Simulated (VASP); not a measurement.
An input for Quantum ESPRESSO's pw.x (written as the equivalent of a VASP run, and not itself run):

```
&CONTROL
  calculation = 'vc-relax'
  pseudo_dir = './pseudo'
  outdir = './out'
  tprnfor = .true.
  tstress = .true.
  nstep = 60
  forc_conv_thr = 0.00039
/
&SYSTEM
  ibrav = 0
  nat = 1
  ntyp = 1
  ecutwfc = 82
  occupations = 'smearing'
  smearing = 'methfessel-paxton'
  degauss = 0.00735
  input_dft = 'pbe'
/
&ELECTRONS
  conv_thr = 7.3e-08
  electron_maxstep = 100
/
&IONS
/
&CELL
/
ATOMIC_SPECIES
  Pd 106.420 Pd.upf
CELL_PARAMETERS angstrom
     0.0000000    1.9690748    1.9690748
     1.9690748   -0.0000000    1.9690748
     1.9690748    1.9690748   -0.0000000
ATOMIC_POSITIONS crystal
  Pd   0.0000000  0.0000000  0.0000000
K_POINTS automatic
  14 14 14 0 0 0
```

Q: Write the VASP files for the same calculation (PBE).

A: Several could match; the one computed here: 
### INCAR
```
SYSTEM = Pd
PREC = Accurate; ENCUT = 400; LREAL = F
LASPH = T
EDIFF = 1E-6; NELM = 100; ALGO = Normal
LMAXMIX = 4
ISMEAR = 1; SIGMA = 0.1
GGA = PE
IBRION = 2; NSW = 60; ISIF = 3
EDIFFG = -0.01
LWAVE = F; LCHARG = F
```

File POSCAR:
```
Pd
1
    0.0000000000     1.9690748081     1.9690748081
    1.9690748081    -0.0000000000     1.9690748081
    1.9690748081     1.9690748081    -0.0000000000
Pd
1
Direct
  0.0000000000   0.0000000000   0.0000000000
```

### KPOINTS
```
Automatic mesh
0
Gamma
14 14 14
0 0 0
```

POTCAR, in this order: Pd (PBE.64 set). Program: vasp_std.

Limits of the translation: the potentials are each code's own (VASP's PAW set, PseudoDojo norm-conserving files in pw.x), so ENCUT and ecutwfc are chosen apart and not converted; conv_thr bounds pw.x's estimated SCF error, while EDIFF bounds the energy change between steps; forc_conv_thr acts on force components and is met together with etot_conv_thr.

The compound is Pd in the fcc structure. It was relaxed first. The start is the result of an earlier pass.
